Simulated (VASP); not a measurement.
Band gaps of BaTe (rock salt) from VASP (PAW), without and with spin-orbit coupling. Semilocal levels are at their own relaxed cell, hybrids and mBJ at PBE's; 0.00 means no gap at that level.  Unless said otherwise, spin-orbit coupling is left out, though it shifts the bands of the heavy elements here.

The cell of the LDA run:

```yaml
crystal:
  lattice:
    - [0.00000, 3.44758, 3.44758]
    - [3.44758, 0.00000, 3.44758]
    - [3.44758, 3.44758, 0.00000]
  atoms:
    - { symbol: Ba, position: [0.00000, 0.00000, 0.00000] }
    - { symbol: Te, position: [0.50000, 0.50000, 0.50000] }
```

```
level   gap without SOC (eV)  gap with SOC (eV)  shift (eV)
------  --------------------  -----------------  ----------
LDA                     1.29                  …           …
r2SCAN                  1.95                  …           …
```

### Question
What belongs in the gaps?

### Answer

- LDA, gap with SOC (eV): 1.00
- LDA, shift (eV): -0.29
- r2SCAN, gap with SOC (eV): 1.68
- r2SCAN, shift (eV): -0.27

Only levels that ran to the end are used. Left out are those held back, those with too coarse a band path, GW runs whose mesh misses a band edge, hybrids' fits of cells that aren't cubic and levels without matching references; a question may draw on a part of the rest.

The compound is BaTe in the rock salt structure.
